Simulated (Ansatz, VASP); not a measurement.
Two plane-wave programs on BiO4

```
CELL_PARAMETERS angstrom
-2.76585 2.76585 2.76585
2.76585 -2.76585 2.76585
2.76585 2.76585 -2.76585
ATOMIC_POSITIONS crystal
Bi 0.00000 0.00000 0.00000
O 0.34960 0.34960 0.34960
O 0.65040 0.00000 0.00000
O 0.00000 0.00000 0.65040
O 0.00000 0.65040 0.00000
```

Change from the starting cell: species swapped into the GeF4 type (I-43m, No. 217).

Alike in both runs: task relaxation of cell and atoms; functional PBE; k mesh 4 × 4 × 4; occupations gaussian, width 0.1 eV; no spin polarisation.

|  | VASP | Ansatz |
| --- | --- | --- |
| version | VASP 6.6.1 | Ansatz 0.2.0 |
| potentials or method | VASP PAW PBE potentials, release 64 (Bi_d, O) | scalar-relativistic, plane waves, PAW |
| plane-wave cutoff (eV) | 600 | 420 |
| valence electrons in the cell | 39 | 39 |

Ansatz gave:

- gap on the k mesh at the Fermi level, each at its own relaxed structure (eV): none
- relaxed volume (Å³/atom): 13.36
- relaxed cell length with the largest relative difference (Å): 4.428
- energy change over the relaxation (meV/atom): -2059

Problem. Which values does VASP return?

Solution. gap on the k mesh at the Fermi level, each at its own relaxed structure (eV): none; relaxed volume (Å³/atom): 13.52; relaxed cell length with the largest relative difference (Å): 4.444; energy change over the relaxation (meV/atom): -2074.

A gap of «none» marks a metal or a gap that the smearing closes.

Caveats: the k mesh is coarse (spacing up to 0.40 Å⁻¹), so the values aren't converged; the volume moved by over 15 % at a fixed basis, so the end points are rough (VASP); spin-orbit coupling is left out, which moves the levels of the heavy elements; an odd number of electrons without spin polarisation forces a metal; a magnetic or distorted state may lie lower.
